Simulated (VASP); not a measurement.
# KNa2AsF6 (Fm-3m) in VASP: single point with PBE

Aim: the single point of KNa2AsF6 with PBE.

Everything below comes from runs of VASP 6.6.1. Logs are shortened: lines on timing, memory, paths and dates and some standing lists are left out, and cuts for length are marked.

### 1 The structure

The structure is cubic, space group Fm-3m (No. 225). The conventional cell has a = 9.069 Å, b = 9.069 Å, c = 9.069 Å, α = 90.00°, β = 90.00°, γ = 90.00°. K (site symmetry m-3m) is surrounded by 6 F at 2.48 Å. Around Na (site symmetry -43m) lie 12 F at 3.21 Å. As (site symmetry m-3m) has 6 F at 2.05 Å as nearest neighbours. F (site symmetry 4mm) has 1 As at 2.05 Å as nearest neighbours.

The cell comes from a database or a generator and needn't be the stable form of this composition.

### 2 Single point, PBE

File INCAR:

```
PREC = Accurate
ENCUT = 520
EDIFF = 1E-6
ISMEAR = 0
SIGMA = 0.01
LREAL = False
LASPH = True
NELM = 100
ALGO = Normal
ISIF = 2
LWAVE = False
LCHARG = False
GGA = PE
NBANDS = 46
```

File KPOINTS:

```
Automatic mesh
0
Gamma
  4 4 4
```

File POSCAR:

```
KNa2AsF6
1.0
    0.0000000000      4.5345130000      4.5345130000
    4.5345130000      0.0000000000      4.5345130000
    4.5345130000      4.5345130000      0.0000000000
K Na As F
1 2 1 6
Direct
    0.5000000000      0.5000000000      0.5000000000
    0.7500000000      0.7500000000      0.7500000000
    0.2500000000      0.2500000000      0.2500000000
    0.0000000000      0.0000000000      0.0000000000
    0.7734130000      0.2265870000      0.2265870000
    0.2265870000      0.2265870000      0.7734130000
    0.2265870000      0.7734130000      0.7734130000
    0.2265870000      0.7734130000      0.2265870000
    0.7734130000      0.2265870000      0.7734130000
    0.7734130000      0.7734130000      0.2265870000
```

Potentials or basis: VASP PAW PBE potentials, release 64 (K_sv, Na_pv, As, F).

The run is started by

```
cat potpaw_PBE.64/K_sv/POTCAR potpaw_PBE.64/Na_pv/POTCAR potpaw_PBE.64/As/POTCAR potpaw_PBE.64/F/POTCAR > POTCAR
mpirun -np 1 vasp_std > vasp.out
```

OUTCAR:

```text
PREC = Accurate
   ENCUT = 520
   EDIFF = 1E-6
   ISMEAR = 0
   LREAL = False
   LASPH = True
   NELM = 100
   ISIF = 2
   GGA = PE

 ion  position               nearest neighbor table
   1  0.500  0.500  0.500-   5 2.48   6 2.48   7 2.48   8 2.48   9 2.48  10 2.48
   2  0.750  0.750  0.750-
   3  0.250  0.250  0.250-
   4  0.000  0.000  0.000-   5 2.05   6 2.05   7 2.05   8 2.05   9 2.05  10 2.05
   5  0.773  0.227  0.227-   4 2.05   1 2.48
   6  0.227  0.227  0.773-   4 2.05   1 2.48
   7  0.227  0.773  0.773-   4 2.05   1 2.48
   8  0.227  0.773  0.227-   4 2.05   1 2.48
   9  0.773  0.227  0.773-   4 2.05   1 2.48
  10  0.773  0.773  0.227-   4 2.05   1 2.48

  LATTYP: Found a face centered cubic cell.
 ALAT       =     9.0690260000

  Lattice vectors:

 A1 = (   0.0000000000,   4.5345130000,   4.5345130000)
 A2 = (   4.5345130000,   0.0000000000,   4.5345130000)
 A3 = (   4.5345130000,   4.5345130000,   0.0000000000)

Analysis of symmetry for initial positions (statically):
=====================================================================
 Subroutine PRICEL returns:
 Original cell was already a primitive cell.

 Routine SETGRP: Setting up the symmetry group for a
 face centered cubic supercell.

 Subroutine GETGRP returns: Found 48 space group operations
 (whereof 48 operations were pure point group operations)
 out of a pool of 48 trial point group operations.

The static configuration has the point symmetry O_h .

Analysis of symmetry for dynamics (positions and initial velocities):
=====================================================================
 Subroutine PRICEL returns:
 Original cell was already a primitive cell.

 Routine SETGRP: Setting up the symmetry group for a
 face centered cubic supercell.

 Subroutine GETGRP returns: Found 48 space group operations
 (whereof 48 operations were pure point group operations)
 out of a pool of 48 trial point group operations.

The dynamic configuration has the point symmetry O_h .

 Subroutine INISYM returns: Found 48 space group operations
 (whereof 48 operations are pure point group operations),
 and found     1 'primitive' translations

----------------------------------------------------------------------------------------

                                     Primitive cell

  volume of cell :     186.4756

  direct lattice vectors                    reciprocal lattice vectors
     0.000000000  4.534513000  4.534513000    -0.110265424  0.110265424  0.110265424
     4.534513000  0.000000000  4.534513000     0.110265424 -0.110265424  0.110265424
     4.534513000  4.534513000  0.000000000     0.110265424  0.110265424 -0.110265424

  length of vectors
     6.412769783  6.412769783  6.412769783     0.190985317  0.190985317  0.190985317

  position of ions in fractional coordinates (direct lattice)
     0.500000000  0.500000000  0.500000000
     0.750000000  0.750000000  0.750000000
     0.250000000  0.250000000  0.250000000
     0.000000000  0.000000000  0.000000000
     0.773413000  0.226587000  0.226587000
     0.226587000  0.226587000  0.773413000
     0.226587000  0.773413000  0.773413000
     0.226587000  0.773413000  0.226587000
     0.773413000  0.226587000  0.773413000
     0.773413000  0.773413000  0.226587000

  ion indices of the primitive-cell ions
   primitive index   ion index
                 1           1
                 2           2
                 3           3
                 4           4
                 5           5
                 6           6
                 7           7
                 8           8
                 9           9
                10          10

----------------------------------------------------------------------------------------

 KPOINTS: Automatic mesh

Automatic generation of k-mesh.
 Grid dimensions read from file:
 generate k-points for:    4    4    4

 Generating k-lattice:

  Cartesian coordinates                     Fractional coordinates (reciprocal lattice)
    -0.027566356  0.027566356  0.027566356     0.250000000  0.000000000  0.000000000
     0.027566356 -0.027566356  0.027566356     0.000000000  0.250000000  0.000000000
     0.027566356  0.027566356 -0.027566356     0.000000000  0.000000000  0.250000000

  Length of vectors
     0.047746329  0.047746329  0.047746329

  Shift w.r.t. Gamma in fractional coordinates (k-lattice)
     0.000000000  0.000000000  0.000000000

 Subroutine IBZKPT returns following result:
 ===========================================

 Found      8 irreducible k-points:

 Following reciprocal coordinates:
            Coordinates               Weight
  0.000000  0.000000  0.000000      1.000000
  0.250000  0.000000  0.000000      8.000000
  0.500000  0.000000  0.000000      4.000000
  0.250000  0.250000  0.000000      6.000000
  0.500000  0.250000  0.000000     24.000000
 -0.250000  0.250000  0.000000     12.000000
  0.500000  0.500000  0.000000      3.000000
 -0.250000  0.500000  0.250000      6.000000
   k-points           NKPTS =      8   k-points in BZ     NKDIM =      8   number of bands    NBANDS=     46
   number of dos      NEDOS =    301   number of ions     NIONS =     10
   total plane-waves  NPLWV = 110592
   dimension x,y,z NGX =    48 NGY =   48 NGZ =   48
   dimension x,y,z NGXF=    96 NGYF=   96 NGZF=   96
   ions per type =               1   2   1   6
   NGX,Y,Z   is equivalent  to a cutoff of  12.44, 12.44, 12.44 a.u.
   NGXF,Y,Z  is equivalent  to a cutoff of  24.89, 24.89, 24.89 a.u.
 SYSTEM =  unknown system
   PREC   = accura    normal or accurate (medium, high low for compatibility)
   ISTART =      0    job   : 0-new  1-cont  2-samecut
   ICHARG =      2    charge: 1-file 2-atom 10-const
   ISPIN  =      1    spin polarized calculation?
   LNONCOLLINEAR =      F non collinear calculations
   LSORBIT =      F    spin-orbit coupling
   LASPH  =      T    aspherical Exc in radial PAW
   ENCUT  =  520.0 eV  38.22 Ry    6.18 a.u.  11.92 11.92 11.92*2*pi/ulx,y,z
   NELM   =    100;   NELMIN=  2; NELMDL= -5     # of ELM steps
   EDIFF  = 0.1E-05   stopping-criterion for ELM
   LREAL  =      F    real-space projection
   EDIFFG = 0.1E-04   stopping-criterion for IOM
   NSW    =      0    number of steps for IOM
   IBRION =     -1    ionic relax: 0-MD 1-quasi-New 2-CG
   NFREE  =      0    steps in history (QN), initial steepest desc. (CG)
   ISIF   =      2    stress and relaxation
   ISYM   =      2    0-nonsym 1-usesym 2-fastsym
   POTIM  = 0.5000    time-step for ionic-motion
   TEBEG  =    0.0;   TEEND  =   0.0 temperature during run
   PSTRESS=    0.0 pullay stress
   NELECT =      70.0000    total number of electrons
   NUPDOWN=      -1.0000    fix difference up-down
   EMIN   =  10.00;   EMAX   =-10.00  energy-range for DOS
   EFERMI =   0.00;   METHOD = LEGACY
   ISMEAR =     0;   SIGMA  =   0.01  broadening in eV -4-tet -1-fermi 0-gaus
   EFERMI_NEDOS =   21; number of points for ismear=-14 and -15
   IALGO  =     38    algorithm
   IMIX   =      4    mixing-type and parameters
     AMIX     =   0.40;   BMIX     =  1.00
     AMIX_MAG =   1.60;   BMIX_MAG =  1.00
  volume/ion in A,a.u.               =      18.65       125.84
  Fermi-wavevector in a.u.,A,eV,Ry     =   1.180955  2.231682 18.975445  1.394656
  Thomas-Fermi vector in A             =   2.317238
   LORBIT       =      0    0 simple, 1 ext, 2 COOP (PROOUT), +10 PAW based schemes
   GGA     = PE    functional components
   LHFCALC =     F    Hartree Fock is set to
   AEXX    =    0.0000 exact exchange contribution
   IVDW    =     0    specifies the selected vdW correction
   LEPSILON=     F    determine dielectric tensor
   LRPA    =     F    only Hartree local field effects (RPA)
 non-spin polarized calculation
 Gauss-broadening in eV      SIGMA  =   0.01
  energy-cutoff  :      520.00
  volume of cell :      186.48
 maximum number of plane-waves:      5044
   NGX = 23   NGY = 23   NGZ = 23

 number of electron      69.9999995 magnetization

 Free energy of the ion-electron system (eV)
  ---------------------------------------------------
  ext. energy  EPLUGINS =         0.00000000
  ---------------------------------------------------
  free energy    TOTEN  =       -42.32859836 eV

  energy without entropy =      -42.32859836  energy(sigma->0) =      -42.32859836

 E-fermi :  -0.4739     XC(G=0):  -7.7095

 val. band max:       -0.5327893093   @ k =   0.5000   0.0000   0.0000
 cond. band min:       2.5163679868   @ k =   0.0000   0.0000   0.0000
 fundamental gap:      3.0491572962
 Fermi energy:        -0.4739187522

 k-point     1 :       0.0000    0.0000    0.0000
  band No.  band energies     occupation
      1     -27.9625      2.00000
      2     -24.4782      2.00000
      3     -24.4782      2.00000
      4     -24.4782      2.00000
      5     -24.4769      2.00000
      6     -24.4769      2.00000
[... 38 lines left out ...]
     45       8.5610      0.00000
     46       9.2328      0.00000

 k-point     2 :       0.2500    0.0000    0.0000
  band No.  band energies     occupation
      1     -27.9621      2.00000
      2     -24.4784      2.00000
      3     -24.4781      2.00000
      4     -24.4781      2.00000
      5     -24.4775      2.00000
      6     -24.4771      2.00000
[... 38 lines left out ...]
     45       7.8438      0.00000
     46       8.2891      0.00000

 k-point     3 :       0.5000    0.0000    0.0000
  band No.  band energies     occupation
      1     -27.9617      2.00000
      2     -24.4787      2.00000
      3     -24.4782      2.00000
      4     -24.4778      2.00000
      5     -24.4778      2.00000
      6     -24.4776      2.00000
[... 234 lines left out ...]
     45       8.2281      0.00000
     46       9.0801      0.00000

 k-point     8 :      -0.2500    0.5000    0.2500
  band No.  band energies     occupation
      1     -27.9615      2.00000
      2     -24.4801      2.00000
      3     -24.4794      2.00000
      4     -24.4779      2.00000
      5     -24.4779      2.00000
      6     -24.4766      2.00000
[... 38 lines left out ...]
     45       8.2215      0.00000
     46       9.4073      0.00000

------------------------ aborting loop because EDIFF is reached ----------------------------------------

  FORCE on cell =-STRESS in cart. coord.  units (eV):
  Direction    XX          YY          ZZ          XY          YZ          ZX
  --------------------------------------------------------------------------------------
  -------------------------------------------------------------------------------------
  Total       -0.1933250     -0.1933250     -0.1933250      0.0000000      0.0000000      0.0000000
  in kB       -1.6610268     -1.6610268     -1.6610268      0.0000000      0.0000000      0.0000000
  external PRESSURE =      -1.6610268 kB  Pullay stress =       0.0000000 kB

 VOLUME and BASIS-vectors are now :
 -----------------------------------------------------------------------------
  energy-cutoff  :      520.00
  volume of cell :      186.48
      direct lattice vectors                 reciprocal lattice vectors
     0.000000000  4.534513000  4.534513000    -0.110265424  0.110265424  0.110265424
     4.534513000  0.000000000  4.534513000     0.110265424 -0.110265424  0.110265424
     4.534513000  4.534513000  0.000000000     0.110265424  0.110265424 -0.110265424

 POSITION                                       TOTAL-FORCE (eV/Angst)
 -----------------------------------------------------------------------------------
      4.53451      4.53451      4.53451        -0.000000      0.000000      0.000000
      6.80177      6.80177      6.80177        -0.000000      0.000000     -0.000000
      2.26726      2.26726      2.26726        -0.000000      0.000000      0.000000
      0.00000      0.00000      0.00000        -0.000000      0.000000      0.000000
      2.05492      4.53451      4.53451        -0.003987      0.000000      0.000000
      4.53451      4.53451      2.05492        -0.000000      0.000000     -0.003987
      7.01410      4.53451      4.53451         0.003987      0.000000      0.000000
      4.53451      2.05492      4.53451        -0.000000     -0.003987      0.000000
      4.53451      7.01410      4.53451        -0.000000      0.003987      0.000000
      4.53451      4.53451      7.01410        -0.000000      0.000000      0.003987
 -----------------------------------------------------------------------------------
    total drift:                               -0.000000      0.000000      0.000000

  FREE ENERGIE OF THE ION-ELECTRON SYSTEM (eV)
  ---------------------------------------------------
  free  energy   TOTEN  =       -42.3285983621 eV

  energy  without entropy=      -42.3285983621  energy(sigma->0) =      -42.32859836
```

Wall time 47 s (1 thread of Intel Xeon Platinum 8559C (Emerald Rapids), shared host); peak memory 0.35 GiB.

What came out:

| Item | Value |
| --- | --- |
| Free energy | -42.3286 eV |
| Pressure | -0.2 GPa |
| Largest force | 0.004 eV/Å |
| Band gap on the k mesh | 3.05 eV, indirect (least direct gap 3.56 eV) |

Forces on the atoms (eV/Å):
```
K    0.000  0.000  0.000
Na   0.000  0.000  0.000
Na   0.000  0.000  0.000
As   0.000  0.000  0.000
F   -0.004  0.000  0.000
F    0.000  0.000 -0.004
F    0.004  0.000  0.000
F    0.000 -0.004  0.000
F    0.000  0.004  0.000
F    0.000  0.000  0.004
```

Levels at points of the mesh, in eV from the valence-band top:
| k point | band 33 | band 34 | band 35 | band 36 | band 37 | band 38 |
| --- | --- | --- | --- | --- | --- | --- |
| (0.00, 0.00, 0.00) | -2.54 | -2.54 | -0.51 | 3.05 | 5.26 | 5.26 |
| (0.50, 0.00, 0.00) | -2.67 | -2.63 | 0.00 | 3.86 | 4.42 | 5.23 |
| (0.50, 0.50, 0.00) | -2.82 | -2.54 | -0.24 | 4.20 | 5.17 | 5.17 |

A k mesh can miss the band edges.
